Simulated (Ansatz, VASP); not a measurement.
## Ti (Titanium) in two plane-wave programs

One calculation is typed for both programs; each brings its own data sets. How far apart do they land? Of the first pair: The cell is taken from a series of runs on this material, whose earlier steps may have relaxed, scaled, displaced or heated it; both programs get it as it stands.

Main program and level: Ansatz 0.2.0; plane waves, with VASP 6.6.1 beside it; relaxation of cell and atoms at LDA and single point at LDA.

**1. The structure**

Symmetry: P6_3/mmc, No. 194, hexagonal system. Conventional cell: a = 2.868 Å, b = 2.868 Å, c = 4.523 Å, α = 90.00°, β = 90.00°, γ = 120.00°. Ti has 12 Ti at 2.80 to 2.87 Å nearest.

**2. Ansatz: relaxation of cell and atoms, LDA, pair 1**

Ansatz runs on its PAW soft_1 files.

The relaxed volume is the usual yardstick between codes: in a stiff, nearly cubic crystal its relative difference is about their pressure difference at one cell divided by the bulk modulus.

The input, input.yaml:

```yaml
crystal:
  lattice:
    - [2.8677301777, 0.0, 0.0]
    - [-1.4338650889, 2.4835271851, 0.0]
    - [0.0, 0.0, 4.5227493]
  atoms:
    - { symbol: Ti, position: [0.3333333333, 0.6666666667, 0.25] }
    - { symbol: Ti, position: [0.6666666667, 0.3333333333, 0.75] }
kpoints:
  mp_grid: { grid: [18, 18, 10] }
hamiltonian:
  xc: lda
  pseudopotentials: { kind: paw, azcp: { folder: soft_1 }, xc_functional: pbe }
scf:
  occupations: { method: gaussian, width: 0.1 }
output:
  forces: true
  stress: true
  eigenvalues: true
  write_density: true
  write_potential: true
  elf: true
  volumetric_format: npy
relax:
  adjacent_minimum: "off"
  f_tol: 0.005
  max_steps: 80
  cell: { stress_tol: 0.05 }
```

Started as:

```console
$ ansatz run input.yaml --threads 4 --pin off --max-ram 10240MiB --backend cpu --events-out ev --progress --plain --runs-dir out
```

Numbers of over 12 decimals in the logs are rounded to 6 here.

Log:

```text
Engine: ansatz 0.2.0, x86_64-unknown-linux-gnu
Pseudopotentials: kind: paw
Pseudopotential: Ti, paw, valence charge 12, recommended cutoff 420 eV (normal), soft_1/Ti.paw.azcp
Functional definition: SPW92
  exchange = slater_x
  correlation = pw_c
Crystal: 2 atoms, lattice volume = 32.211 Å³
Basis set: ecut = 420 eV, 627 PW (Γ)
Bands: 16, of which v1, the nominal top of the filled ones, is band 12 counted from 1 (11 counted from 0)
Symmetry: 24 space group operations
Space group: P63/mmc (ITA 194), of the structure as read, at distance tolerance 3.2e-5 Å
k-points: 222 of 3240
Non-local potential: Ti, projectors of the file, l = 0: 3, l = 1: 2, l = 2: 3, l = 3: 1
PAW form: soft (Blöchl's): semilocal exchange-correlation on the pseudo side does not see the compensation charge
PAW frozen core: Ti, regenerated for the run's functional, and the local potential with it (the file was generated under x = pbe(κ = 0.804, μ = 0.219515), c = pbe(β = 0.066725))
PAW one-centre angular grid: Ti, 590 points (default); XC on 64 Gauss nodes
Initial density: superposition of atomic densities (chi_scale 0.1, normalization cell)
Initial wavefunctions: pseudopotential atomic-orbital guess
Functional: x = slater, c = lda
SCF iter   1: F=—  HF=-4901.032771 eV  |F-HF|=—  |Δ(HF+E_count)|=         —  Δρ=6.11e-2  dr2=1.19e0  ethr=3.10e-3  ⟨swp⟩=3.6  Hψ=13788  notcnv=0
preconditioner: auto → none  [metal: Δε(μ)=0.013 eV  Ē_g=3.277 eV  σ=0.100 eV  W_gap=0.07  n_scr=8 (ndim 8)  ℏωp=18.5 eV  f_vac=0.000  D(μ)=1.48/eV (n_scr^D=10)  sad-step TF]
SCF iter   2: F=—  HF=-4900.722142 eV  |F-HF|=—  |Δ(HF+E_count)|=   3.11e-1  Δρ=3.01e-2  dr2=3.08e-1  ethr=3.10e-3  ⟨swp⟩=2.5  Hψ=7126  notcnv=0  defer=11
SCF iter   3: F=—  HF=-4900.621459 eV  |F-HF|=—  |Δ(HF+E_count)|=   1.01e-1  Δρ=1.71e-3  dr2=4.91e-4  ethr=1.28e-3  ⟨swp⟩=2.4  Hψ=5810  notcnv=0  defer=11
SCF iter   4: F=—  HF=-4900.622032 eV  |F-HF|=—  |Δ(HF+E_count)|=   5.73e-4  Δρ=2.15e-4  dr2=1.08e-5  ethr=2.04e-6  ⟨swp⟩=2.3  Hψ=6761  notcnv=0  defer=11
SCF iter   5: F=—  HF=-4900.622045 eV  |F-HF|=—  |Δ(HF+E_count)|=   1.30e-5  Δρ=5.13e-5  dr2=6.34e-7  ethr=4.51e-8  ⟨swp⟩=2.0  Hψ=4411  notcnv=0  defer=11
SCF iter   6: F=-4900.622045 eV  HF=-4900.622045 eV  |F-HF|=1.19e-8  |Δ(HF+E_count)|=   2.25e-7  Δρ=9.61e-6  dr2=1.55e-8  ethr=4.17e-10  ⟨swp⟩=8.1  Hψ=22577  notcnv=0
SCF 1 converged in 6 iterations: F = -4900.622045 eV  dr2 = 1.55e-8
  greatest PAW one-centre occupation: 0.998 electrons in one spin orbital (limit 2), on the Ti atom at site 1 (counted from 0), in its partial waves of l = 0
relax step   1: F+E_penalty+E_count = -4900.62204465 eV  Δ(F+E_penalty+E_count) = +0.000e0 eV  max|allowed force component| = 5.551e-17 eV/Å  Δτ_max = 0.0000 Å  P = +0.009 GPa  Ω = 32.211 Å³  (6 SCF iters, dr2 threshold 1.00e-7 eV, accepted)
[...]
relax step   2: F+E_penalty+E_count = -4900.62215705 eV  Δ(F+E_penalty+E_count) = -1.124e-4 eV  max|allowed force component| = 2.683e-16 eV/Å  Δτ_max = 0.0000 Å  P = +0.027 GPa  Ω = 32.205 Å³  energy of the carried Pulay correction = +1.045e-6 eV  (6 SCF iters, dr2 threshold 2.00e-7 eV, accepted)
[...]
relax step   3: F+E_penalty+E_count = -4900.62215914 eV  Δ(F+E_penalty+E_count) = -2.088e-6 eV  max|allowed force component| = 3.701e-17 eV/Å  Δτ_max = 0.0000 Å  P = -0.046 GPa  Ω = 32.223 Å³  energy of the carried Pulay correction = -1.837e-6 eV  (6 SCF iters, accepted)
[...]
relax step   4: F+E_penalty+E_count = -4900.62215922 eV  Δ(F+E_penalty+E_count) = -8.612e-8 eV  max|allowed force component| = 3.701e-17 eV/Å  Δτ_max = 0.0000 Å  P = -0.045 GPa  Ω = 32.223 Å³  stress off target by 4.82e-2 GPa  SCF on the basis re-selected at this cell (its energy is not comparable with the rows above)  (7 SCF iters)
basis re-selected at this cell: Δ(F+E_penalty+E_count) = -8.612e-8 eV, ΔP = +0.000 GPa vs the last step (what re-selecting the basis moved, of the pressure what is left beyond the Pulay correction that the steps carried, after the strain that the cell walked since its last selection, with what the two solves' SCF thresholds leave and, on support functions, any second-order correction that the steps lacked; it is no m [...]
SCF converged after 7 iterations
Free energy (F): -4900.622159 eV
Harris-Foulkes:  -4900.622159 eV  (|F-HF|=0.00e0)
Internal energy: -4900.612441 eV  (E = F + TS)
E sigma→0 (E₀):  -4900.617300 eV
Entropy (-TS):   -0.009718 eV (-4.859 meV/atom)
Fermi energy:    14.187885 eV
--- Per-component energies (eV) ---
  E_band       = -288.357562
  E_kinetic    = 565.733000
  E_local      = -1671.564959  (includes V_loc(G=0)·N_el)
  E_nonlocal   = 130.201460
  E_hartree    = 664.843323
  E_xc         = -231.228356
  E_vxc        = -291.351759  (∫ρ·V_xc dr)
  E_paw        = -1988.434752  (= ΣΔE_a)
  E_vpaw       = -351.061798  (= ΣTr[D̂ρ^β])
  E_aug_tail   = -0.000153  (compensation charges beyond the density's cutoff)
  E_ewald      = -2370.813906
  E_core_change = 0.651901  (= ΣΔE_core)
  E_smearing   = -0.009718  (= −TS)
  E_closure    = 0.000000  (closes the sum)
  Σ components = -4900.622159   (vs F -4900.622159, Δ=0.00e0)
--- Forces (eV/Å), atoms counted from 1 ---
  atom   1  Ti    -0.00000000     0.00000000     0.00000000
  atom   2  Ti    -0.00000000    -0.00000000     0.00000000
  max |Σ_I F_I| component: 1.11e-16 eV/Å
--- Stress (GPa, compression-positive) ---
       -0.044069       0.000000       0.000000
       -0.000000      -0.044069       0.000000
        0.000000       0.000000      -0.048250
  P = ⅓ Tr σ = -0.0455 GPa (-0.455 kbar)
--- Band table (eV; the first three rows and the last of 222) ---
  k-point 0: bands = [... 8 lower, 7.9224, 11.3213, 14.9671, 14.9671, 15.1114, 15.2732, 15.5258, 15.5258]
  k-point 1: bands = [... 8 lower, 8.0132, 11.2956, 14.9188, 14.9188, 15.0599, 15.0990, 15.4730, 15.4730]
  k-point 2: bands = [... 8 lower, 8.2797, 11.1878, 14.7059, 14.8325, 14.8325, 14.9141, 15.3361, 15.3361]
  k-point 221: bands = [... 8 lower, 12.8491, 12.8491, 12.9843, 12.9843, 14.0326, 14.0326, 15.9633, 15.9633]
--- Relaxed structure (3 steps of the walk, 3 accepted, 1 SCFs on fresh bases) ---
  F+E_penalty+E_count = -4900.62215922 eV   max|allowed force component| = 3.701e-17 eV/Å   (the final SCF, on the basis selected at the relaxed cell)
  cell:  # Å, volume = 32.2228 Å³
    - [2.864180, 2.8831620710944e-11, 0.0]
    - [-1.432090, 2.480452, 0.0]
    - [0.0, 0.0, 4.535569]
  atoms:
    - { symbol: Ti, position: [0.333333, 0.666667, 0.25] }
    - { symbol: Ti, position: [0.666667, 0.333333, 0.75] }
```

**3. VASP: relaxation of cell and atoms, LDA, pair 1**

The same cell, functional (in two slightly different forms), mesh and smearing now go to VASP, with its own data sets.

Lines of VASP's logs that name or quote its potential files are left out, and so is its time.

The input, INCAR:

```
SYSTEM = Ti
PREC = Accurate
ENCUT = 500
EDIFF = 1E-07
NELM = 120
ISMEAR = 0
SIGMA = 0.1
LREAL = .FALSE.
ALGO = Normal
GGA = PW92
NBANDS = 18
LASPH = .TRUE.
LORBIT = 11
LWAVE = .FALSE.
LCHARG = .FALSE.
ISIF = 3
IBRION = 2
NSW = 80
EDIFFG = -0.005
GGA_COMPAT = .FALSE.
NELMIN = 4
KPAR = 2
```

The input, POSCAR:

```
Ti
1.0
    2.8677300000      0.0000000000      0.0000000000
   -1.4338650000      2.4835270000      0.0000000000
    0.0000000000      0.0000000000      4.5227490000
Ti
2
Direct
    0.3333335347      0.6666666668      0.2500000000
    0.6666668681      0.3333333334      0.7500000000
```

The input, KPOINTS:

```
Automatic mesh
0
Gamma
18 18 10
0 0 0
```

PAW data sets: Ti_sv (LDA family, release 64).

Started as:

```console
$ mpirun -np 2 vasp_std
```

Log:

```text
[banner, memory and clock lines left out]
running    2 mpi-ranks, on    1 nodes
 distrk:  each k-point on    1 cores,    2 groups
 distr:  one band on    1 cores,    1 groups

 POSCAR found type information on POSCAR Ti
 POSCAR found :  1 types and       2 ions
|                                                                             |
|               ----> ADVICE to this user running VASP <----                  |
|                                                                             |
|     You enforced a specific xc type in the INCAR file but a different       |
|     [... a line on the potential file left out ...]
|     I HOPE YOU KNOW WHAT YOU ARE DOING!                                     |
|                                                                             |

 LDA part: xc-table for (Slater(with rela. corr.)+PW92), standard interpolation
 POSCAR, INCAR and KPOINTS ok, starting setup
 FFT: planning ... GRIDC
 FFT: planning ... GRID_SOFT
 FFT: planning ... GRID
 WAVECAR not read
 entering main loop
       N       E                     dE             d eps       ncg     rms          rms(c)
DAV:   1     0.249812432426E+03    0.24981E+03   -0.12875E+04  8024   0.164E+03
DAV:   2     0.100374076287E+02   -0.23978E+03   -0.23670E+03  8178   0.448E+02
DAV:   3    -0.178886902344E+02   -0.27926E+02   -0.27599E+02 14978   0.125E+02
DAV:   4    -0.189354767630E+02   -0.10468E+01   -0.10456E+01  9064   0.256E+01
DAV:   5    -0.189850790263E+02   -0.49602E-01   -0.49591E-01 12214   0.399E+00    0.124E+01
DAV:   6    -0.170836135965E+02    0.19015E+01   -0.68554E+00  9428   0.274E+01    0.331E+00
DAV:   7    -0.170626571084E+02    0.20956E-01   -0.74366E-01 12138   0.635E+00    0.204E+00
DAV:   8    -0.170903595349E+02   -0.27702E-01   -0.23241E-01  9122   0.602E+00    0.768E-01
DAV:   9    -0.170811462156E+02    0.92133E-02   -0.49261E-02  9188   0.255E+00    0.838E-02
DAV:  10    -0.170816406899E+02   -0.49447E-03   -0.32412E-03 11616   0.375E-01    0.899E-02
DAV:  11    -0.170816476329E+02   -0.69430E-05   -0.19814E-04 10444   0.125E-01    0.390E-02
DAV:  12    -0.170816371011E+02    0.10532E-04   -0.39981E-05  9508   0.616E-02    0.331E-03
DAV:  13    -0.170816367857E+02    0.31544E-06   -0.21293E-06 11536   0.109E-02    0.290E-03
DAV:  14    -0.170816370753E+02   -0.28965E-06   -0.55734E-07  8324   0.691E-03    0.119E-03
DAV:  15    -0.170816370522E+02    0.23159E-07   -0.51817E-08  4812   0.170E-03
   1 F= -.17081637E+02 E0= -.17076700E+02  d E =-.170816E+02
[...]
2 F= -.17081759E+02 E0= -.17076818E+02  d E =-.121649E-03
[...]
3 F= -.17081791E+02 E0= -.17076851E+02  d E =-.153586E-03
[...]
4 F= -.17081842E+02 E0= -.17076902E+02  d E =-.516301E-04
 trial-energy change:   -0.000052  1 .order   -0.000052   -0.000076   -0.000028
 step:   1.4685(harm=  1.4685)  dis= 0.00000  next Energy=   -17.081850 (dE=-0.597E-04)
 bond charge predicted
       N       E                     dE             d eps       ncg     rms          rms(c)
DAV:   1    -0.170819709781E+02   -0.12877E-03   -0.57532E-03  8490   0.103E+00    0.811E-02
DAV:   2    -0.170818794888E+02    0.91489E-04   -0.35733E-04  8084   0.226E-01    0.387E-02
DAV:   3    -0.170818501441E+02    0.29345E-04   -0.10791E-04 11094   0.984E-02    0.915E-03
DAV:   4    -0.170818502314E+02   -0.87286E-07   -0.87221E-06  8916   0.371E-02    0.501E-03
DAV:   5    -0.170818502805E+02   -0.49049E-07   -0.82886E-07 11224   0.804E-03
   5 F= -.17081850E+02 E0= -.17076909E+02  d E =-.596427E-04
 curvature:  -0.87 expect dE=-0.989E-06 dE for cont linesearch -0.538E-09
 trial: gam=-0.02970 g(F)=  0.543E-40 g(S)=  0.114E-05 ort =-0.244E-06 (trialstep = 0.104E+01)
 search vector abs. value=  0.124E-05
 reached required accuracy - stopping structural energy minimisation
```

Parts of OUTCAR (step 3):

```text
ion  position               nearest neighbor table
   1  0.333  0.667  0.250-   2 2.80   2 2.80   2 2.80   2 2.80   2 2.80   2 2.80
   2  0.667  0.333  0.750-   1 2.80   1 2.80   1 2.80   1 2.80   1 2.80   1 2.80

  LATTYP: Found a hexagonal cell.
 ALAT       =     2.8677300000
 C/A-ratio  =     1.5771181387

 Subroutine GETGRP returns: Found 24 space group operations
 (whereof 12 operations were pure point group operations)

The static configuration has the point symmetry D_3d.
 The point group associated with its full space group is D_6h.

 Found    222 irreducible k-points:

   k-points           NKPTS =    222   k-points in BZ     NKDIM =    222   number of bands    NBANDS=     18

   dimension x,y,z NGX =    24 NGY =   24 NGZ =   36
   dimension x,y,z NGXF=    48 NGYF=   48 NGZF=   72

   ENCUT  =  500.0 eV  36.75 Ry    6.06 a.u.   5.23  5.23  8.25*2*pi/ulx,y,z

   NELECT =      24.0000    total number of electrons

 k-points in reciprocal lattice and weights: Automatic mesh
   0.00000000  0.00000000  0.00000000       0.000
   0.05555556 -0.00000000  0.00000000       0.002
   0.11111111 -0.00000000  0.00000000       0.002
   0.16666667 -0.00000000  0.00000000       0.002
   0.22222222  0.00000000  0.00000000       0.002
   0.27777778  0.00000000  0.00000000       0.002
   0.33333333 -0.00000000  0.00000000       0.002
   0.38888889 -0.00000000  0.00000000       0.002
   0.44444444  0.00000000  0.00000000       0.002
[...]
0.33333333  0.27777778  0.50000000       0.004
   0.33333333  0.33333333  0.50000000       0.001

 average (electrostatic) potential at core
       1 -71.5558       2 -71.5558

 E-fermi :   8.9499

 k-point     1 :       0.0000    0.0000    0.0000
  band No.  band energies     occupation
    ...
      6     -23.2467      2.00000
      7     -23.2138      2.00000
      8     -23.2138      2.00000
      9       2.6549      2.00000
     10       6.0706      2.00000
     11       9.7256      0.00000
     12       9.7256      0.00000
     13       9.8668      0.00000
     14      10.0697      0.00000
     15      10.2840      0.00000
    ...

 k-point     2 :       0.0556   -0.0000    0.0000
  band No.  band energies     occupation
    ...
      6     -23.2505      2.00000
      7     -23.2334      2.00000
      8     -23.2161      2.00000
      9       2.7491      2.00000
     10       6.1461      2.00000
     11       9.5197      0.00000
     12       9.7941      0.00000
     13       9.8415      0.00000
     14      10.0334      0.00000
     15      10.2348      0.00000
    ...

 k-point     3 :       0.1111   -0.0000    0.0000
  band No.  band energies     occupation
    ...
      6     -23.2892      2.00000
      7     -23.2618      2.00000
      8     -23.2231      2.00000
      9       3.0255      2.00000
     10       6.3586      2.00000
     11       9.2065      0.00028
     12       9.3319      0.00000
     13       9.9958      0.00000
     14      10.0737      0.00000
     15      10.2806      0.00000
    ...

  Total        0.0044189      0.0044189      0.0028707     -0.0000000      0.0000000      0.0000000
  in kB        0.2203827      0.2203827      0.1431692     -0.0000000      0.0000000      0.0000000
  external PRESSURE =       0.1946449 kB  Pullay stress =       0.0000000 kB

  energy-cutoff  :      500.00
  volume of cell :       32.13
      direct lattice vectors                 reciprocal lattice vectors
     2.861179571  0.000000000  0.000000000     0.349506200  0.201787501 -0.000000000
    -1.430589786  2.477854163 -0.000000000     0.000000000  0.403575003 -0.000000000
     0.000000000  0.000000000  4.531296005     0.000000000  0.000000000  0.220687415

 POSITION                                       TOTAL-FORCE (eV/Angst)
 -----------------------------------------------------------------------------------
      0.00000      1.65190      1.13282        -0.000000     -0.000000      0.000000
      1.43059      0.82595      3.39847         0.000000      0.000000      0.000000
 -----------------------------------------------------------------------------------
    total drift:                               -0.001158     -0.000009      0.000001

  FREE ENERGIE OF THE ION-ELECTRON SYSTEM (eV)
  ---------------------------------------------------
  free  energy   TOTEN  =       -17.0818502805 eV

  energy  without entropy=      -17.0719669420  energy(sigma->0) =      -17.07690861

 reached required accuracy - stopping structural energy minimisation

 total charge
# of ion       s       p       d       tot
------------------------------------------
    1        2.269   6.133   1.973  10.375
    2        2.269   6.133   1.973  10.375
--------------------------------------------------
tot          4.539  12.265   3.945  20.749

[... 3 further parts left out ...]
```

CONTCAR:

```
Ti
   1.00000000000000
     2.8611795713202519    0.0000000000000000    0.0000000000000000
    -1.4305897856601260    2.4778541625713397   -0.0000000000000000
     0.0000000000000000    0.0000000000000000    4.5312960051286781
  Ti
     2
Direct
     0.3333335347000030    0.6666666667999976    0.2500000000000000
     0.6666668681000019    0.3333333333999988    0.7500000000000000
```

**4. Side by side**

Known differences besides the potentials themselves: the cutoff is 420 eV in Ansatz and 500 eV in VASP; VASP's log shows a relativistic correction to its local exchange, Ansatz's none; Ansatz adds a Pulay correction to the stress that steers its cell, VASP none. Total energies have different zeros and are not compared.

Both answers:

```
                                         quantity  Ansatz   VASP  difference
                                      volume (Å³)   32.22  32.13     +0.30 %
edge a after relaxation, in the typed setting (Å)   2.864  2.861     +0.10 %
edge c after relaxation, in the typed setting (Å)   4.536  4.531     +0.09 %
```

**5. Ansatz: relaxation, LDA**

This run makes the geometry at which the two programs are then compared.

The structure compared here is the end of the Ansatz relaxation.

The input, input.yaml:

```yaml
crystal:
  lattice:
    - [2.749037806, 0.0, 0.0]
    - [-1.374518903, 2.380736576, 0.0]
    - [0.0, 0.0, 4.6665113889]
  atoms:
    - { symbol: Ti, position: [0.3333333333, 0.6666666667, 0.25] }
    - { symbol: Ti, position: [0.6666666667, 0.3333333333, 0.75] }
kpoints:
  mp_grid: { grid: [18, 18, 12] }
hamiltonian:
  xc: lda
  pseudopotentials: { kind: paw, azcp: { folder: soft_1 }, xc_functional: pbe }
scf:
  occupations: { method: methfessel_paxton, width: 0.2 }
output:
  forces: true
  stress: true
  eigenvalues: true
relax:
  adjacent_minimum: "off"
  f_tol: 0.001
  max_steps: 60
  cell: { stress_tol: 0.01, fix: [a, b, gamma] }
```

Started as:

```console
$ ansatz run input.yaml --threads 4 --pin off --max-ram 10240MiB --backend cpu --events-out ev --progress --plain --runs-dir out
```

Log:

```text
[...]
Crystal: 2 atoms, lattice volume = 30.541 Å³
Basis set: ecut = 420 eV, 597 PW (Γ)
Bands: 16, of which v1, the nominal top of the filled ones, is band 12 counted from 1 (11 counted from 0)
Symmetry: 24 space group operations
[...]
k-points: 259 of 3888
[...]
--- Relaxed structure (3 steps of the walk, 3 accepted, 1 SCFs on fresh bases) ---
[...]
cell:  # Å, volume = 30.8985 Å³
    - [2.749038, 0, -5.953001677944817e-19]
    - [-1.374519, 2.380737, 2.976500838972405e-19]
    - [-1.010526303690855e-18, 0, 4.721123]
  atoms:
    - { symbol: Ti, position: [0.333333, 0.666667, 0.25] }
    - { symbol: Ti, position: [0.666667, 0.333333, 0.75] }
[key lines of the parts left out:]
SCF converged after 4 iterations
Free energy (F): -4900.549769 eV
Fermi energy:    14.866418 eV
P = ⅓ Tr σ = 5.3008 GPa (53.008 kbar)
```

(Continued in part 2 of 2.)

[Lines on the potential files, build, host, timing and source positions are cut from VASP's logs without a mark.]

[Logs are printed without paths, hosts, clocks, repeated set-up lines and the standing remarks that a program may print on its own settings, such as how far it seeks lower states.]

[Hosts, paths, dates, database ids (printed as entryN), source tags and the programs' standing remarks are cut or masked in the printed files.]
